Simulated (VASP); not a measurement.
Output of a VASP run:

**OSZICAR**
```
...
       N       E                     dE             d eps       ncg     rms          rms(c)
DAV:   1    -0.359320376521E+02   -0.40336E-01   -0.27747E-01  1008   0.487E+00    0.427E-01
DAV:   2    -0.359264454315E+02    0.55922E-02   -0.79016E-03  1180   0.900E-01    0.202E-01
DAV:   3    -0.359249213340E+02    0.15241E-02   -0.36690E-03  1204   0.558E-01    0.640E-02
DAV:   4    -0.359248149185E+02    0.10642E-03   -0.31933E-04  1276   0.176E-01    0.243E-02
DAV:   5    -0.359247995221E+02    0.15396E-04   -0.71981E-05  1160   0.773E-02    0.129E-02
DAV:   6    -0.359247978950E+02    0.16271E-05   -0.44966E-06  1204   0.224E-02    0.217E-03
DAV:   7    -0.359247978691E+02    0.25867E-07   -0.14855E-07   808   0.483E-03
   8 F= -.31017642E+02 E0= -.31017642E+02  d E =-.101323E+01
       N       E                     dE             d eps       ncg     rms          rms(c)
DAV:   1    -0.360968539179E+02   -0.17206E+00   -0.91717E-01  1076   0.106E+01    0.129E+00
DAV:   2    -0.360667393592E+02    0.30115E-01   -0.67552E-02  1172   0.255E+00    0.431E-01
DAV:   3    -0.360651125058E+02    0.16269E-02   -0.96615E-03  1184   0.974E-01    0.138E-01
DAV:   4    -0.360648060126E+02    0.30649E-03   -0.63635E-04  1192   0.251E-01    0.711E-02
DAV:   5    -0.360647243389E+02    0.81674E-04   -0.12908E-04  1184   0.100E-01    0.290E-02
DAV:   6    -0.360647194701E+02    0.48688E-05   -0.13717E-05  1192   0.400E-02    0.556E-03
DAV:   7    -0.360647194144E+02    0.55722E-07   -0.41578E-07  1184   0.729E-03
   9 F= -.30995514E+02 E0= -.30995514E+02  d E =0.221280E-01
       N       E                     dE             d eps       ncg     rms          rms(c)
DAV:   1    -0.359870460194E+02    0.77673E-01   -0.50800E-01  1080   0.798E+00    0.955E-01
DAV:   2    -0.359707632940E+02    0.16283E-01   -0.35445E-02  1176   0.186E+00    0.327E-01
DAV:   3    -0.359698106300E+02    0.95266E-03   -0.55289E-03  1200   0.742E-01    0.105E-01
DAV:   4    -0.359696516631E+02    0.15897E-03   -0.35418E-04  1204   0.190E-01    0.548E-02
DAV:   5    -0.359696122709E+02    0.39392E-04   -0.70993E-05  1180   0.751E-02    0.227E-02
DAV:   6    -0.359696109888E+02    0.12821E-05   -0.88236E-06  1172   0.320E-02    0.379E-03
DAV:   7    -0.359696109681E+02    0.20698E-07   -0.22571E-07   996   0.561E-03
  10 F= -.31020739E+02 E0= -.31020739E+02  d E =-.309703E-02
       N       E                     dE             d eps       ncg     rms          rms(c)
DAV:   1    -0.359687751549E+02    0.83583E-03   -0.24454E-05  1084   0.554E-02    0.662E-03
DAV:   2    -0.359687744647E+02    0.69014E-06   -0.16486E-06  1192   0.127E-02    0.233E-03
DAV:   3    -0.359687744636E+02    0.10978E-08   -0.23774E-07   724   0.509E-03
  11 F= -.31020739E+02 E0= -.31020739E+02  d E =-.309708E-02
       N       E                     dE             d eps       ncg     rms          rms(c)
DAV:   1    -0.359656088307E+02    0.31656E-02   -0.35793E-03  1008   0.552E-01    0.472E-02
DAV:   2    -0.359655402312E+02    0.68600E-04   -0.95636E-05  1172   0.984E-02    0.227E-02
DAV:   3    -0.359655203042E+02    0.19927E-04   -0.45915E-05  1192   0.618E-02    0.712E-03
DAV:   4    -0.359655190693E+02    0.12349E-05   -0.39670E-06  1276   0.197E-02    0.266E-03
DAV:   5    -0.359655189135E+02    0.15574E-06   -0.89065E-07  1144   0.864E-03    0.147E-03
DAV:   6    -0.359655189198E+02   -0.63210E-08   -0.54093E-08   588   0.254E-03
  12 F= -.31020776E+02 E0= -.31020776E+02  d E =-.366676E-04
```

### OUTCAR
```
------------------------ aborting loop because EDIFF is reached ----------------------------------------
  FORCE on cell =-STRESS in cart. coord.  units (eV):
  Direction    XX          YY          ZZ          XY          YZ          ZX
  --------------------------------------------------------------------------------------
  Total        4.9624454      4.9624485      4.9159524     -0.0000000      0.0000000      0.0000000
  in kB      301.0740000    301.0741901    298.2532457     -0.0000000      0.0000000      0.0000000
  external PRESSURE =       0.1338119 kB  Pullay stress =     300.0000000 kB
  volume of cell :       26.41
      direct lattice vectors                 reciprocal lattice vectors
     1.231867504 -2.133657779  0.000000000     0.405887807 -0.234339361 -0.000000000
     1.231867504  2.133657779 -0.000000000     0.405887807  0.234339361 -0.000000000
     0.000000000 -0.000000000  5.023591438     0.000000000  0.000000000  0.199060774
  FREE ENERGIE OF THE ION-ELECTRON SYSTEM (eV)
  ---------------------------------------------------
  free  energy   TOTEN  =       -35.9655189198 eV

  energy  without entropy=      -35.9655189198  energy(sigma->0) =      -35.96551892
  enthalpy is  TOTEN    =       -31.0207757174 eV   P V=        4.9447432024

 reached required accuracy - stopping structural energy minimisation
```
(Selected blocks of OUTCAR.)

### POSCAR
```
BN
1
    1.2526904821    -2.1697239507     0.0000000000
    1.2526904821     2.1697239507     0.0000000000
    0.0000000000     0.0000000000     6.8224324282
B N
2 2
Direct
  0.3333330000   0.6666670000   0.2500000000
  0.6666670000   0.3333330000   0.7500000000
  0.6666670000   0.3333330000   0.2500000000
  0.3333330000   0.6666670000   0.7500000000
```

Question: Reconstruct the remaining input files.

Answer: This is not unique; one that fits is the input of the run itself, PBEsol GGA, plane waves, VASP's PBE PAW potentials (set 64).

### KPOINTS
```
Regular mesh
0
Gamma
10 10 4
0 0 0
```

**INCAR**
```
! general
SYSTEM  = BN
PREC    = Accurate
ENCUT   = 600
LREAL   = .False.
LASPH   = .True.

! electronic loop
EDIFF   = 1E-7
NELM    = 100
ALGO    = Normal

! smearing
ISMEAR  = 0
SIGMA   = 0.05

! functional
GGA     = PS

! ions
IBRION  = 2
NSW     = 40
ISIF    = 3
EDIFFG  = -0.01
PSTRESS = 300

! output
LWAVE   = .False.
LCHARG  = .False.
```

POTCAR, in this order: B N (PBE.64 set). Program: vasp_std.

Energy and stress use the plane-wave basis of the starting cell. Without a dispersion term in the relaxation, distances and binding between the weakly bound layers, chains or molecules are unreliable, and so is what depends on them.

The compound is BN in the hex structure. This run relaxes it under an external pressure of 30 GPa. Symmetry was kept, so distortions that lower it aren't found.
